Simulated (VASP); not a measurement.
OSZICAR of a VASP run on Te (trig):

### OSZICAR
```
       N       E                     dE             d eps       ncg     rms          rms(c)
DAV:   1     0.850849437580E+02    0.85085E+02   -0.65820E+03   728   0.111E+03
DAV:   2     0.131163389917E+01   -0.83773E+02   -0.81142E+02   991   0.155E+02
DAV:   3    -0.441948162708E+01   -0.57311E+01   -0.56793E+01   858   0.465E+01
DAV:   4    -0.452633072809E+01   -0.10685E+00   -0.10676E+00   907   0.762E+00
DAV:   5    -0.452819626497E+01   -0.18655E-02   -0.18655E-02   899   0.969E-01    0.124E+01
DAV:   6    -0.451551951408E+01    0.12677E-01   -0.18010E-02   768   0.942E-01    0.784E+00
DAV:   7    -0.451532911305E+01    0.19040E-03   -0.37577E-02   768   0.138E+00    0.288E-01
DAV:   8    -0.451473907906E+01    0.59003E-03   -0.63540E-03   748   0.516E-01    0.141E-01
DAV:   9    -0.451476589000E+01   -0.26811E-04   -0.17830E-04   903   0.103E-01    0.105E-01
DAV:  10    -0.451479223823E+01   -0.26348E-04   -0.35100E-05   763   0.471E-02    0.240E-02
DAV:  11    -0.451478667374E+01    0.55645E-05   -0.16411E-05   733   0.294E-02    0.155E-02
DAV:  12    -0.451478669074E+01   -0.16993E-07   -0.20947E-06   883   0.950E-03    0.503E-03
DAV:  13    -0.451478654325E+01    0.14748E-06   -0.19123E-07   563   0.334E-03    0.371E-03
DAV:  14    -0.451478647346E+01    0.69792E-07   -0.62511E-08   379   0.184E-03
   1 F= -.45147865E+01 E0= -.45147865E+01  d E =0.000000E+00
```

Which electronic solver shows in the log?

It is blocked Davidson (ALGO = Normal, or the opening steps of other solvers). The INCAR had ALGO = Normal.

Can the final energy be trusted as converged?

The run converged. It stopped with EDIFF = 1E-7, NELM = 100 (rev-vdW-DF2, plane waves, VASP's PBE PAW potentials (set 64)).

The compound is Te in the trig structure. It was relaxed first.
